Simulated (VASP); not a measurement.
Input for VASP

KPOINTS:
```
K-points
0
G
 4 4 4
0 0 0
```

POSCAR:
```
CsSnI3
1
    6.0888277484     0.0000000000    -0.0000000000
    0.0000000000     6.0888277484     0.0000000000
   -0.0000000000     0.0000000000     6.0888277484
Cs Sn I
1 1 3
Direct
  0.0000000000   0.0000000000   0.0000000000
  0.5000000000   0.5000000000   0.5000000000
  0.5000000000   0.0000000000   0.5000000000
  0.0000000000   0.5000000000   0.5000000000
  0.5000000000   0.5000000000   0.0000000000
```

INCAR:
```
EDIFFG  =  -0.02   ! ionic stop
GGA  =  ML
NELM  =  100   ! most electronic steps
ALGO  =  Normal
LMAXMIX  =  4
ISIF  =  3
AGGAC  =  0.0
LUSE_VDW  =  T
LWAVE  =  F
LREAL  =  F   ! projection in real space or not
ZAB_VDW  =  -1.8867
EDIFF  =  1E-6   ! SCF stop (eV)
PREC  =  Accurate
IBRION  =  2   ! conjugate gradients
LASPH  =  T   ! aspherical one-centre terms
ISMEAR  =  0   ! Gaussian
LCHARG  =  F
ENCUT  =  520   ! plane-wave cut-off (eV)
SYSTEM  =  CsSnI3
SIGMA  =  0.05   ! width (eV)
NSW  =  60   ! most ionic steps
```

POTCAR, in this order: Cs_sv Sn_d I (PBE.64 set). Program: vasp_std.

Question: Translate this vdW-DF2 calculation to Quantum ESPRESSO's pw.x.

Answer: One equivalent input (not run):
```
&CONTROL
  calculation = 'vc-relax'
  pseudo_dir = './pseudo'
  outdir = './out'
  tprnfor = .true.
  tstress = .true.
  nstep = 60
  forc_conv_thr = 0.00078
/
&SYSTEM
  ibrav = 0
  nat = 5
  ntyp = 3
  ecutwfc = 72
  occupations = 'smearing'
  smearing = 'gaussian'
  degauss = 0.003675
  input_dft = 'vdw-df2'
/
&ELECTRONS
  conv_thr = 7.3e-08
  electron_maxstep = 100
/
&IONS
/
&CELL
/
ATOMIC_SPECIES
  Cs 132.905 Cs.upf
  Sn 118.710 Sn.upf
  I 126.904 I.upf
CELL_PARAMETERS angstrom
     6.0888277    0.0000000   -0.0000000
     0.0000000    6.0888277    0.0000000
    -0.0000000    0.0000000    6.0888277
ATOMIC_POSITIONS crystal
  Cs   0.0000000  0.0000000  0.0000000
  Sn   0.5000000  0.5000000  0.5000000
  I    0.5000000  0.0000000  0.5000000
  I    0.0000000  0.5000000  0.5000000
  I    0.5000000  0.5000000  0.0000000
K_POINTS automatic
  4 4 4 0 0 0
```
What does not carry over: the potentials are each code's own (VASP's PAW set, PseudoDojo norm-conserving files in pw.x), so ENCUT and ecutwfc are chosen apart and not converted; conv_thr bounds pw.x's estimated SCF error, while EDIFF bounds the energy change between steps; forc_conv_thr acts on force components and is met together with etot_conv_thr.

The compound is CsSnI3 in the cubic perovskite structure, the ideal cubic form; the compound distorts at low or room temperature. This run relaxes it. Symmetry was kept, so distortions that lower it aren't found. The start is the result of an earlier pass.
